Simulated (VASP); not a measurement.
Given:

```
ZnF2
1.0
    4.73935     0.00000     0.00000
    0.00000     4.73935     0.00000
    0.00000     0.00000     3.16310
Zn F
2 4
Direct
  0.00000   0.00000   0.00000
  0.50000   0.50000   0.50000
  0.30303   0.30303   0.00000
  0.80303   0.19697   0.50000
  0.19697   0.80303   0.50000
  0.69697   0.69697   0.00000
```

The numbers are results of optB86b-vdW, VASP's PBE PAW potentials (set 64) (plane waves; VASP 6.6.1), not measurements. Numerical set-up: 520 eV cut-off, 5×5×8 Γ-centred mesh, tetrahedra with Blöchl corrections, potentials Zn F.

The cores are frozen, which limits the accuracy of field gradients.

Give the principal components of the electric field gradient (V/Å²) and the asymmetry η at each nucleus.

| atom | Vxx | Vyy | Vzz | η |
|---|---|---|---|---|
| Zn1 | -12.0 | -10.5 | 22.5 | 0.07 |
| Zn2 | -12.0 | -10.5 | 22.5 | 0.07 |
| F3 | 63.6 | 26.7 | -90.3 | 0.41 |
| F4 | 63.6 | 26.7 | -90.3 | 0.41 |
| F5 | 63.6 | 26.7 | -90.3 | 0.41 |
| F6 | 63.6 | 26.7 | -90.3 | 0.41 |

The compound is ZnF2 in the rutile structure. It was relaxed first.
